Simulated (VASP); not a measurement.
## A VASP study of SiO2 (Stishovite) (PBE + D3(BJ)): structure first, properties next

Wanted: the relaxed cell of SiO2 (Stishovite) and its properties. The steps: full relaxation (PBE + D3(BJ)), second relaxation, density, ELF and potential (PBE + D3(BJ)), band structure (PBE + D3(BJ)), density of states (PBE + D3(BJ)), optical spectrum (PBE + D3(BJ)) and response to an electric field (PBE + D3(BJ)). The start is a cell from a database of measured crystal structures.

Method: PBE with D3(BJ); plane waves and PAW (Si, O), in VASP 6.6.1.

This is a report of a sequence of runs, with most program output left out.

### 1. Starting point

Before any relaxation, the start is as follows. It takes space group P4_2/mnm (No. 136, tetragonal). The conventional cell has a = 4.177 Å, b = 4.177 Å, c = 2.665 Å, α = 90.00°, β = 90.00°, γ = 90.00°. Si has 6 O at 1.76 to 1.81 Å nearest. O has 3 Si at 1.76 to 1.81 Å nearest. Farther neighbours and most contacts between anions are not listed.

### 2. Full relaxation (PBE + D3(BJ))

Properties are meant for the cell that this level of theory prefers, so cell and atoms are relaxed first (ISIF = 3) until forces and stress are small; EDIFFG sets the threshold. PBE, the usual starting point, adds the gradient of the density. A dispersion term adds the long-range attraction that semilocal functionals lack. D3 with Becke-Johnson damping keeps a finite attraction at short range.

File INCAR:

```
SYSTEM = SiO2
PREC = Accurate
ENCUT = 520
EDIFF = 1E-06
NELM = 100
ISMEAR = 0
SIGMA = 0.05
LREAL = .FALSE.
ALGO = Normal
GGA = PE
IVDW = 12
NBANDS = 22
LORBIT = 11
LWAVE = .FALSE.
LCHARG = .FALSE.
KPAR = 4
IBRION = 2
NSW = 60
ISIF = 3
EDIFFG = -0.01
```

File POSCAR:

```
SiO2
1.0
    4.1773000000      0.0000000000      0.0000000000
    0.0000000000      4.1773000000      0.0000000000
    0.0000000000      0.0000000000      2.6652000000
Si O
2 4
Direct
    0.0000000000      0.0000000000      0.0000000000
    0.5000000000      0.5000000000      0.5000000000
    0.3059000000      0.3059000000      0.0000000000
    0.1941000000      0.8059000000      0.5000000000
    0.6941000000      0.6941000000      0.0000000000
    0.8059000000      0.1941000000      0.5000000000
```

File KPOINTS:

```
Automatic mesh
0
Gamma
6 6 8
0 0 0
```

Potentials, in the order of the species: Si and O (PBE family, release 64).

The run is started by

```
$ mpirun -np 4 vasp_std
```

Elapsed: 14 s, on 4 MPI ranks of Intel Xeon 6975P-C (Granite Rapids), shared host; peak memory 0.75 GiB.

The gap is read on the k-mesh alone, so it is an upper bound where the band edges lie off the mesh. The run keeps the 16 symmetry operations of its start, so it cannot find a distortion of lower symmetry.

The steps of the relaxation:

| step | energy less that of the first step (eV) | largest force (eV/Å) | pressure (GPa) | volume (Å³) |
| --- | --- | --- | --- | --- |
| 1 | 0.0000 | 0.0942 | 6.24 | 46.51 |
| 2 | 0.0153 | 0.2877 | -7.74 | 48.57 |
| 3 | -0.0170 | 0.0767 | 0.07 | 47.36 |
| 4 | -0.0170 | 0.0734 | 0.18 | 47.34 |
| 5 | -0.0173 | 0.0211 | 0.10 | 47.40 |
| 6 | -0.0174 | 0.0010 | 0.11 | 47.38 |
| 7 | -0.0174 | 0.0026 | -0.07 | 47.42 |

| conventional cell, symmetrised | before | after | change |
| --- | --- | --- | --- |
| a (Å) | 4.177 | 4.202 | +0.6 % |
| b (Å) | 4.177 | 4.202 | +0.6 % |
| c (Å) | 2.665 | 2.686 | +0.8 % |
| volume (Å³/atom) | 7.75 | 7.90 | +2.0 % |

The relaxed structure:

```
Si O
1.0
     4.20205    0.00000    0.00000
     0.00000    4.20205    0.00000
     0.00000    0.00000    2.68552
Si O
2 4
Direct
  0.00000 0.00000 0.00000
  0.50000 0.50000 0.50000
  0.30602 0.30602 0.00000
  0.19398 0.80602 0.50000
  0.69398 0.69398 0.00000
  0.80602 0.19398 0.50000
```

A gap read on the k-mesh alone can miss the band edges.

Numbers from this step:

```yaml
electrons: 32
bands: 22
irreducible_k_points: 50
symmetry_operations: 16
free_energy_toten: -47.71 eV
fermi_energy: 8.308 eV
pressure: -0.07212 GPa
metallic: no
valence_top_at_k: 0, 0, 0
conduction_bottom_at_k: 0, 0, 0
least_direct_gap_at_k: 0, 0, 0
scf_cycles_over_all_ionic_steps: 46
gap_on_the_k_mesh: 5.263 eV
least_direct_gap_on_the_k_mesh: 5.263 eV
```

It ends with a largest force of 0.003 eV/Å and a pressure of -0.07 GPa. The volume lies +2.0 % from that of the database's start.

### 3. Second relaxation

A relaxation keeps the plane waves of the cell it began with, so it is repeated from the new cell, on a basis made for it. The mesh changes with the cell too.

INCAR is that of step 2.

File POSCAR:

```
SiO2
1.0
    4.2020487886      0.0000000000      0.0000000000
    0.0000000000      4.2020487886      0.0000000000
    0.0000000000      0.0000000000      2.6855160013
Si O
2 4
Direct
    0.0000000000      0.0000000000      0.0000000000
    0.5000000000      0.5000000000      0.5000000000
    0.3060211004      0.3060211004      0.0000000000
    0.1939788996      0.8060211004      0.5000000000
    0.6939788996      0.6939788996      0.0000000000
    0.8060211004      0.1939788996      0.5000000000
```

File KPOINTS:

```
Automatic mesh
0
Gamma
5 5 8
0 0 0
```

The run is started by

```
$ mpirun -np 4 vasp_std
```

The job ended after 3 s (4 MPI ranks; peak memory 0.67 GiB).

Little changed from the start: no atom moved by 0.005 Å and no cell edge by 0.1 %.

Numbers from this step:

```
irreducible k points            : 30
Fermi energy                    : 8.324 eV
pressure                        : -0.06610 GPa
SCF cycles over all ionic steps : 13
```

It ends with a largest force of 0.003 eV/Å and a pressure of -0.07 GPa. The volume moved by under 0.01 %: the run met its threshold at the first step.

### 4. Density, ELF and potential (PBE + D3(BJ))

The relaxed cell gets a fresh self-consistent run, on a basis set for its own volume, to fix the density and to check the remaining stress.

Edit INCAR of step 3 so:

```diff
@@ -14,7 +14,5 @@
 LWAVE = .FALSE.
-LCHARG = .FALSE.
-KPAR = 4
-IBRION = 2
-NSW = 60
-ISIF = 3
-EDIFFG = -0.01
+LCHARG = .TRUE.
+ISIF = 2
+LELF = .TRUE.
+LVHAR = .TRUE.
```

POSCAR is that of step 3.

KPOINTS is that of step 3.

The run is started by

```
$ mpirun -np 4 vasp_std
```

The job ended after 3.2 s (4 MPI ranks; peak memory 0.51 GiB; 11 s of CPU time).

This step gave:

```
electronic steps : 12
bands            : 24
Fermi energy     : 8.258 eV
pressure         : -0.04668 GPa
```

Valence electrons inside each PAW sphere by angular momentum. Sphere charges, by row:

| atom | s (e) | p (e) | d (e) | tot (e) |
| --- | --- | --- | --- | --- |
| Si1 | 0.585 | 0.859 | 0 | 1.445 |
| Si2 | 0.585 | 0.859 | 0 | 1.445 |
| O3 | 1.549 | 3.679 | 0 | 5.228 |
| O4 | 1.549 | 3.679 | 0 | 5.228 |
| O5 | 1.549 | 3.679 | 0 | 5.228 |
| O6 | 1.549 | 3.679 | 0 | 5.228 |

Electrostatic potential energy in the ab plane at fractional z = 0.000, with atoms of Si and O within 0.2 Å of it. With pseudopotentials it is smooth inside the atoms' cores, unlike the true potential.

Ten even steps from '0' (-78 eV) to '9' (5 eV), each cell a mean:
```
00589999999730
24789999998863
78899999754787
99999999533489
99999998533599
99999998755799
99999999889999
99986789999999
99843379999999
99733369999999
88843489999988
46887899999875
01689999999840
00489999999720
```
Columns run along a (4.2 Å; values clipped at the 3rd and 97th percentile), rows up along b (4.2 Å). Atoms in or near the plane, at fractional coordinates: Si at (0.00, 0.00), O at (0.31, 0.31), O at (0.69, 0.69).

ELF in the ab plane at fractional z = 0.000, with atoms of Si and O within 0.2 Å of it. It is the smooth field of the valence electrons, not physical close to the nuclei.

Ten even steps from '_' (0.03) to '@' (0.85), each cell a mean:
```
____....______..--==++++==..
........______==%%@@@@@@%%==
......______::%%@@@@@@@@@@++
..__________--%%@@****@@@@++
____________::##%%++**@@@@==
______........==##%%@@@@%%--
____==****==::::==##%%%%==..
__==%%@@@@%%**::..::--::____
..**@@@@####%%==..__________
::**@@##==##@@**..__________
::##@@@@##@@@@**..______....
::**@@@@@@@@%%==______......
__--**##****==________....__
____::::::..________......__
```
Columns run along a (4.2 Å), rows up along b (4.2 Å). Atoms in or near the plane, at fractional coordinates: Si at (0.00, 0.00), O at (0.31, 0.31), O at (0.69, 0.69).

Valence density in the ab plane at fractional z = 0.000, with atoms of Si and O within 0.2 Å of it. It is the smooth field of the valence electrons, not physical close to the nuclei.

Ten even steps from '_' (-0.1 e/Å³) to '@' (7.7 e/Å³), each cell a mean:
```
____________________________
__________________......____
________________::====::..__
______________..==%%%%==..__
______________..==%%%%==..__
________________::====::____
__________________....______
______::--::..______________
____..++##++::______________
____::**@@##--______________
____::==**++::______________
____..::::..________________
____________________________
____________________________
```
Columns run along a (4.2 Å), rows up along b (4.2 Å). Atoms in or near the plane, at fractional coordinates: Si at (0.00, 0.00), O at (0.31, 0.31), O at (0.69, 0.69).

In this run the pressure is -0.05 GPa, small enough to go on.

### 5. Band structure (PBE + D3(BJ))

Levels along the symmetry lines show where the bands peak and cross; KPOINTS_OPT computes them in the converged potential.

File INCAR:

```
SYSTEM = SiO2
PREC = Accurate
ENCUT = 520
EDIFF = 1E-06
NELM = 100
ISMEAR = 0
SIGMA = 0.05
LREAL = .FALSE.
ALGO = Normal
GGA = PE
IVDW = 12
NBANDS = 32
LORBIT = 11
LWAVE = .FALSE.
LCHARG = .FALSE.
KPAR = 4
```

POSCAR is that of step 4.

KPOINTS is that of step 4.

File KPOINTS_OPT:

```
Line mode
16
Line-mode
Reciprocal
  0.00000000   0.00000000   0.00000000 GAMMA
  0.00000000   0.50000000   0.00000000 X

  0.00000000   0.50000000   0.00000000 X
  0.50000000   0.50000000   0.00000000 M

  0.50000000   0.50000000   0.00000000 M
  0.00000000   0.00000000   0.00000000 GAMMA

  0.00000000   0.00000000   0.00000000 GAMMA
  0.00000000   0.00000000   0.50000000 Z

  0.00000000   0.00000000   0.50000000 Z
  0.00000000   0.50000000   0.50000000 R

  0.00000000   0.50000000   0.50000000 R
  0.50000000   0.50000000   0.50000000 A

  0.50000000   0.50000000   0.50000000 A
  0.00000000   0.00000000   0.50000000 Z

  0.00000000   0.50000000   0.00000000 X
  0.00000000   0.50000000   0.50000000 R

  0.50000000   0.50000000   0.00000000 M
  0.50000000   0.50000000   0.50000000 A
```

The run is started by

```
$ mpirun -np 4 vasp_std
```

Elapsed: 9.8 s, on 4 MPI ranks; peak memory 0.79 GiB; 37 s of CPU time.

Numbers from this step:

| Quantity | Value |
| --- | --- |
| bands | 32 |
| Fermi energy | 8.297 eV |
| pressure | -0.04432 GPa |
| least gap on mesh and path | 5.263 eV |
| least direct gap on mesh and path | 5.263 eV |

The electronic bands at the labelled points (eV, zero at the valence-band top; v1 is the highest filled band, c1 the lowest empty one):

| point | v4 | v3 | v2 | v1 | c1 | c2 | c3 | c4 |
| --- | --- | --- | --- | --- | --- | --- | --- | --- |
| Γ | -2.52 | -0.87 | -0.87 | 0.00 | 5.26 | 6.60 | 8.32 | 8.32 |
| 0.53 of the way | -2.48 | -2.19 | -0.99 | -0.51 | 6.27 | 7.15 | 8.50 | 8.59 |
| X | -2.68 | -2.68 | -1.05 | -1.05 | 7.47 | 7.47 | 8.92 | 8.92 |
| 0.53 of the way | -2.94 | -2.94 | -1.50 | -1.50 | 7.27 | 7.27 | 9.44 | 9.44 |
| M | -2.64 | -2.64 | -2.22 | -2.22 | 7.18 | 7.18 | 9.87 | 9.87 |
| 0.53 of the way | -2.54 | -2.37 | -1.35 | -0.71 | 6.42 | 7.39 | 8.45 | 9.17 |
| Γ | -2.52 | -0.87 | -0.87 | 0.00 | 5.26 | 6.60 | 8.32 | 8.32 |
| 0.47 of the way | -4.26 | -1.41 | -1.41 | -0.67 | 7.05 | 9.41 | 10.01 | 10.80 |
| Z | -3.00 | -3.00 | -2.62 | -2.62 | 8.84 | 8.84 | 12.45 | 12.45 |
| 0.53 of the way | -2.70 | -2.70 | -2.15 | -2.15 | 8.73 | 8.73 | 10.52 | 10.52 |
| R | -2.25 | -2.25 | -1.72 | -1.72 | 8.58 | 8.58 | 9.66 | 9.66 |
| 0.47 of the way | -2.24 | -2.24 | -1.60 | -1.60 | 7.57 | 7.57 | 10.52 | 10.52 |
| A | -1.73 | -1.73 | -1.52 | -1.52 | 6.95 | 6.95 | 10.88 | 10.88 |
| 0.47 of the way | -2.46 | -2.38 | -2.19 | -1.72 | 7.69 | 8.13 | 10.43 | 11.68 |
| Z | -3.00 | -3.00 | -2.62 | -2.62 | 8.84 | 8.84 | 12.45 | 12.45 |
| jump to X | -2.68 | -2.68 | -1.05 | -1.05 | 7.47 | 7.47 | 8.92 | 8.92 |
| 0.47 of the way | -2.87 | -2.87 | -1.37 | -1.37 | 8.72 | 8.72 | 10.48 | 10.48 |
| R | -2.25 | -2.25 | -1.72 | -1.72 | 8.58 | 8.58 | 9.66 | 9.66 |
| jump to M | -2.64 | -2.64 | -2.22 | -2.22 | 7.18 | 7.18 | 9.87 | 9.87 |
| 0.47 of the way | -1.92 | -1.92 | -1.71 | -1.71 | 7.91 | 7.91 | 11.33 | 11.33 |
| A | -1.73 | -1.73 | -1.52 | -1.52 | 6.95 | 6.95 | 10.88 | 10.88 |

Of the projections kept (Si, O), the largest for each band there; the rest of the weight can lie on other orbitals:

| point | v4 | v3 | v2 | v1 | c1 | c2 | c3 | c4 |
| --- | --- | --- | --- | --- | --- | --- | --- | --- |
| Γ | O 0.86 | O 0.99 | O 0.99 | O 1.00 | Si 0.55 | Si 0.76 | Si 0.67 | Si 0.67 |
| X | O 0.98 | O 0.98 | O 0.99 | O 0.99 | Si 0.51 | Si 0.51 | Si 0.64 | Si 0.64 |
| M | O 0.93 | O 0.93 | O 1.00 | O 1.00 | Si 0.60 | Si 0.60 | Si 0.56 | Si 0.56 |
| Γ | O 0.86 | O 0.99 | O 0.99 | O 1.00 | Si 0.55 | Si 0.76 | Si 0.67 | Si 0.67 |
| Z | O 1.00 | O 1.00 | O 0.97 | O 0.97 | Si 0.60 | Si 0.60 | O 0.77 | O 0.77 |
| R | O 0.99 | O 0.99 | O 0.99 | O 0.99 | Si 0.55 | Si 0.55 | Si 0.72 | Si 0.72 |

The path finds the gap of the mesh within 0.02 eV, so the mesh comes close to both band edges.

### 6. Density of states (PBE + D3(BJ))

Here the states are counted by energy and projected on the atoms. The mesh is finer than in the run before.

Edit INCAR of step 5 so:

```diff
@@ -5,3 +5,3 @@
 NELM = 100
-ISMEAR = 0
+ISMEAR = -5
 SIGMA = 0.05
@@ -16 +16,2 @@
 KPAR = 4
+NEDOS = 2001
```

POSCAR is that of step 5.

File KPOINTS:

```
Automatic mesh
0
Gamma
8 8 12
0 0 0
```

The run is started by

```
$ mpirun -np 4 vasp_std
```

Run time: 9.4 s. Hardware: 4 MPI ranks; peak memory 0.97 GiB.

This step gave:

| Quantity | Value |
| --- | --- |
| irreducible k points | 105 |
| Fermi energy | 8.032 eV |
| pressure | -0.04391 GPa |

The density of states has structure finer than the step of the table below, so its rows give means over 1 eV, whole bins alone (the curve runs from -12.0 to 12.4 eV). Peaks (eV: height): total -3.5: 4.82, -2.3: 4.02, -1.6: 4.97, 12.3: 3.47; O p -3.5: 3.30, -2.3: 2.84, -1.6: 3.71, 7.7: 0.535; Si s -9.9: 0.450, 7.7: 0.934; Si p -6.4: 0.343, 10.3: 0.703, 11.2: 0.745, 11.9: 0.708; O s -9.1: 0.0735, 7.7: 0.290, 10.3: 0.229, 11.2: 0.188.

States under -12.0 eV and over 12.4 eV are left out. The density of states by energy, zero at the valence-band top; means over each step; values in states/eV/cell:

| energy (eV) | total | O p | Si s | Si p | O s |
| --- | --- | --- | --- | --- | --- |
| -11 | 0.0813 | 0.0323 | 0.0194 | 0.00194 | 0.00500 |
| -10 | 1.39 | 0.577 | 0.318 | 0.0600 | 0.0520 |
| -9 | 1.47 | 0.646 | 0.243 | 0.0973 | 0.0673 |
| -8 | 1.64 | 0.799 | 0.0950 | 0.187 | 0.0534 |
| -7 | 1.92 | 0.985 | 0.0651 | 0.225 | 0.0466 |
| -6 | 2.74 | 1.49 | 0.0625 | 0.300 | 0.0624 |
| -5 | 2.48 | 1.47 | 0.0298 | 0.232 | 0.0424 |
| -4 | 3.44 | 2.26 | 0.0206 | 0.184 | 0.0337 |
| -3 | 2.93 | 2.04 | 0.0103 | 0.0705 | 0.0201 |
| -2 | 3.62 | 2.62 | 0.0140 | 0.0430 | 0.0161 |
| -1 | 2.15 | 1.64 | 0.00158 | 0.0119 | 0.0110 |
| 0 | 0.138 | 0.110 | 4.7e-5 | 3.5e-4 | 5.7e-4 |
| 1 | 0 | 0 | 0 | 0 | 0 |
| 2 | 0 | 0 | 0 | 0 | 0 |
| 3 | 0 | 0 | 0 | 0 | 0 |
| 4 | 0 | 0 | 0 | 0 | 0 |
| 5 | 0.00245 | 1.2e-4 | 0.00101 | 3.4e-6 | 7.6e-4 |
| 6 | 0.131 | 0.0147 | 0.0520 | 0.00233 | 0.0338 |
| 7 | 0.878 | 0.144 | 0.306 | 0.0295 | 0.119 |
| 8 | 2.12 | 0.431 | 0.703 | 0.123 | 0.204 |
| 9 | 1.45 | 0.246 | 0.248 | 0.248 | 0.126 |
| 10 | 1.74 | 0.242 | 0.0916 | 0.460 | 0.156 |
| 11 | 2.29 | 0.308 | 0.0513 | 0.568 | 0.161 |

The gap on this mesh is 5.26 eV. In the top eV of the valence band the largest shares in the PAW spheres are O p 78 %; in the lowest eV of the conduction band, Si s 40 %, O s 27 % and O p 10 %. The rest lies in smaller channels or between the spheres.

### 7. Optical spectrum (PBE + D3(BJ))

LOPTICS sums transitions from filled to empty bands. NBANDS is raised for it.

File INCAR:

```
SYSTEM = SiO2
PREC = Accurate
ENCUT = 520
EDIFF = 1E-06
NELM = 100
ISMEAR = 0
SIGMA = 0.05
LREAL = .FALSE.
ALGO = Normal
GGA = PE
IVDW = 12
NBANDS = 64
LORBIT = 11
LWAVE = .FALSE.
LCHARG = .FALSE.
KPAR = 4
LOPTICS = .TRUE.
NEDOS = 1500
CSHIFT = 0.1
```

POSCAR is that of step 6.

KPOINTS is that of step 6.

The run is started by

```
$ mpirun -np 4 vasp_std
```

It took 19 s on 4 MPI ranks; peak memory 1.8 GiB.

These are independent-particle spectra without excitons or local fields, and fine structure depends on the mesh and on CSHIFT.

Numbers from this step:

```
bands        : 64
Fermi energy : 8.239 eV
pressure     : -0.07065 GPa
```

The imaginary dielectric function has structure finer than the step of the table below, so its rows give means over 1 eV, whole bins alone (the curve runs from 0 to 25.0 eV). Peaks (eV: height): xx 13.8: 6.12, 14.7: 5.63; zz 12.2: 9.30.

Table of imaginary dielectric function by photon energy; means over each step:

| photon energy (eV) | xx | zz |
| --- | --- | --- |
| 1 | 0.00294 | 0.00309 |
| 2 | 0.00622 | 0.00646 |
| 3 | 0.0103 | 0.0105 |
| 4 | 0.0164 | 0.0157 |
| 5 | 0.0287 | 0.0235 |
| 6 | 0.154 | 0.0384 |
| 7 | 0.586 | 0.121 |
| 8 | 0.818 | 0.582 |
| 9 | 1.72 | 1.36 |
| 10 | 2.20 | 2.54 |
| 11 | 2.77 | 4.18 |
| 12 | 4.57 | 8.05 |
| 13 | 4.60 | 6.80 |
| 14 | 5.19 | 5.42 |
| 15 | 5.26 | 4.86 |
| 16 | 5.11 | 4.68 |
| 17 | 4.01 | 4.04 |
| 18 | 3.05 | 3.22 |
| 19 | 2.36 | 2.59 |
| 20 | 2.11 | 1.87 |
| 21 | 1.59 | 1.43 |
| 22 | 1.20 | 1.05 |
| 23 | 1.12 | 0.764 |
| 24 | 1.05 | 0.528 |

The real dielectric function by photon energy:

| photon energy (eV) | xx | zz |
| --- | --- | --- |
| 0.0 | 3.43 | 3.65 |
| 0.5 | 3.43 | 3.65 |
| 1.0 | 3.44 | 3.66 |
| 1.5 | 3.46 | 3.68 |
| 2.0 | 3.49 | 3.71 |
| 2.5 | 3.52 | 3.74 |
| 3.0 | 3.57 | 3.79 |
| 3.5 | 3.62 | 3.85 |
| 4.0 | 3.70 | 3.92 |
| 4.5 | 3.79 | 4.01 |
| 5.0 | 3.91 | 4.11 |
| 5.5 | 4.07 | 4.24 |
| 6.0 | 4.32 | 4.40 |
| 6.5 | 4.52 | 4.62 |
| 7.0 | 4.59 | 4.91 |
| 7.5 | 4.59 | 5.24 |
| 8.0 | 4.82 | 5.72 |
| 8.5 | 5.07 | 5.99 |
| 9.0 | 5.21 | 5.70 |
| 9.5 | 4.79 | 6.58 |
| 10.0 | 4.81 | 6.47 |
| 10.5 | 4.82 | 6.63 |
| 11.0 | 5.57 | 7.41 |
| 11.5 | 5.61 | 7.32 |
| 12.0 | 4.13 | 5.87 |
| 12.5 | 3.60 | 2.67 |
| 13.0 | 3.72 | 0.361 |
| 13.5 | 3.59 | 1.18 |
| 14.0 | 1.83 | 1.01 |
| 14.5 | 2.79 | 0.305 |
| 15.0 | 1.59 | 1.12 |
| 15.5 | 1.17 | 0.245 |
| 16.0 | -0.0919 | -0.631 |
| 16.5 | -0.455 | -0.562 |
| 17.0 | -0.565 | -0.600 |
| 17.5 | -0.980 | -1.35 |
| 18.0 | -1.06 | -1.03 |
| 18.5 | -0.924 | -1.32 |
| 19.0 | -0.760 | -1.46 |
| 19.5 | -0.821 | -1.49 |
| 20.0 | -0.736 | -1.25 |
| 20.5 | -0.765 | -1.12 |
| 21.0 | -0.984 | -1.20 |
| 21.5 | -0.546 | -1.01 |
| 22.0 | -0.671 | -0.811 |
| 22.5 | -0.307 | -0.857 |
| 23.0 | -0.274 | -0.743 |
| 23.5 | -0.222 | -0.623 |
| 24.0 | -0.230 | -0.374 |
| 24.5 | -0.208 | -0.287 |

The mean of ε2 over directions passes 5 % of its top at 6.68 eV, against a least direct gap of 5.26 eV on this mesh, so the first direct transitions are weak, forbidden or few.

### 8. Response to an electric field (PBE + D3(BJ))

The response to a static field gives the electronic dielectric tensor and the Born charges. It needs tightly converged orbitals, hence the small EDIFF.

File INCAR:

```
SYSTEM = SiO2
PREC = Accurate
ENCUT = 520
EDIFF = 1E-08
NELM = 100
ISMEAR = 0
SIGMA = 0.01
LREAL = .FALSE.
ALGO = Normal
GGA = PE
IVDW = 12
NBANDS = 22
LORBIT = 11
LWAVE = .FALSE.
LCHARG = .FALSE.
KPAR = 4
LEPSILON = .TRUE.
```

POSCAR is that of step 7.

KPOINTS is that of step 7.

The run is started by

```
$ mpirun -np 4 vasp_std
```

Wall time 70 s (4 MPI ranks); peak memory 2.1 GiB.

Energies printed during the response cycles are not total energies of the cell.

This step gave:

```yaml
bands: 22
fermi_energy: 8.095 eV
pressure: -0.07308 GPa
```

Electronic dielectric tensor with local fields:

```
3.38 0.00 0.00
0.00 3.38 0.00
0.00 0.00 3.56
```

Born effective charge (e), principal values of the symmetric part by kind of site:

| atom | atoms with these values | low | middle | high | mean |
| --- | --- | --- | --- | --- | --- |
| Si1 | 2 | 3.43 | 4.06 | 4.20 | 3.90 |
| O3 | 4 | -2.48 | -2.03 | -1.33 | -1.95 |

In full for O3:

```
-1.91 -0.58  0.00
-0.58 -1.91  0.00
 0.00  0.00 -2.03
```

The Born charges sum to zero; the printed set may have that rule imposed, so this is no test. The Born charge of O depends strongly on direction, from -2.48 to -1.33 e, beside a nominal -2.

### 9. Outcome

```json
{
 "relaxed volume": "7.903 Å³/atom",
 "relaxed conventional cell a, b, c": "4.202, 4.202, 2.686 Å",
 "space group after relaxing, within 0.02 Å": "P4_2/mnm (No. 136)",
 "band gap": "5.26 eV, direct",
 "gap among the points of the DOS mesh alone, an upper bound": "5.26 eV",
 "strongest peak of ε2, mean over directions": "12.3 eV",
 "ε1 at zero frequency, no local fields, mean": "3.50",
 "electronic dielectric constant, mean": "3.44"
}
```

With PBE + D3(BJ), SiO2 (Stishovite) relaxes to 7.903 Å³/atom in space group P4_2/mnm (held by the symmetry of the run) and has a direct gap of 5.26 eV. Against the listed cell the volume lies +2.0 % (a +0.6 %, c +0.8 %). Band structure (PBE + D3(BJ)): The path shows a direct gap of 5.26 eV (valence top at Γ, conduction bottom at Γ). Response to an electric field (PBE + D3(BJ)): The principal values of the electronic dielectric tensor with local fields are 3.38, 3.38 and 3.56. Response to an electric field (PBE + D3(BJ)): Mean Born effective charge: Si1 3.90, O3 -1.95 e. Semilocal functionals usually underestimate gaps. No search among competing phases was made, and a listed structure need not be the one stable at ambient conditions. All values are for a static lattice at zero temperature.

[Lines on the potential files, build, host, timing and source positions are cut from VASP's logs without a mark.]

[Logs are printed without paths, hosts, clocks, repeated set-up lines and the standing remarks that a program may print on its own settings, such as how far it seeks lower states.]

[Hosts, paths, dates, database ids (printed as entryN), source tags and the programs' standing remarks are cut or masked in the printed files.]

[A measured line is paired with the nearest computed mode of its activity, which favours agreement.]
